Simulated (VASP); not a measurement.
Input of a VASP 6.6.1 run:

File INCAR:

```
SYSTEM = GaN
ALGO = Normal ; EDIFF = 1E-7
ENCUT = 450 ; GGA = PE
ISIF = 2 ; ISMEAR = 0
LASPH = .TRUE. ; LCHARG = .FALSE.
LREAL = .FALSE. ; LWAVE = .FALSE.
NELM = 100 ; PREC = Accurate
SIGMA = 0.02
```

File KPOINTS:

```
k-points
0
G
  9 9 4
  0 0 0
```

File POSCAR:

```
GaN
1.0
    3.1800000000      0.0000000000      0.0000000000
   -1.5900000000      2.7539607800      0.0000000000
    0.0000000000      0.0000000000      5.1660000000
Ga N
2 2
Direct
    0.3333333300      0.6666666700      0.0000000000
    0.6666666700      0.3333333300      0.5000000000
    0.3333333300      0.6666666700      0.3750000000
    0.6666666700      0.3333333300      0.8750000000
```

Potentials or basis: VASP PAW PBE potentials, release 64 (Ga_d, N).

The run is started by

```bash
$ cat potpaw_PBE.64/Ga_d/POTCAR potpaw_PBE.64/N/POTCAR > POTCAR
$ mpirun -np 1 vasp_std > vasp.out
```

**Question.** Predict the largest force.

**Answer.** 0.134 eV/Å.

**Question.** What does it give for the band gap on the k mesh?

**Answer.** 1.97 eV, direct.

Forces in eV/Å, atoms in the order of the input:
```
Ga   0.000  0.000 -0.134
Ga   0.000  0.000 -0.134
N    0.000  0.000  0.134
N    0.000  0.000  0.134
```

**Experimental background.**

“Studying electronic properties in GaN without electrical contacts using γ-γ vs e−-γ Perturbed Angular Correlations”, 2019, pmc:6823545 quotes, for a bulk crystal of GaN: band gap 3.503 ± 0.005 eV (direct).

Against the measured gap of GaN, 3.503 eV (direct; quoted in “Studying electronic properties in GaN without electrical contacts using γ-γ vs e−-γ Perturbed Angular Correlations”, 2019, pmc:6823545), the calculated 1.97 eV is off by -1.53 eV. Spin-orbit coupling on Ga is left out. The value is that of PBE, without temperature or zero-point motion. Semilocal functionals fall short of measured gaps as a rule.
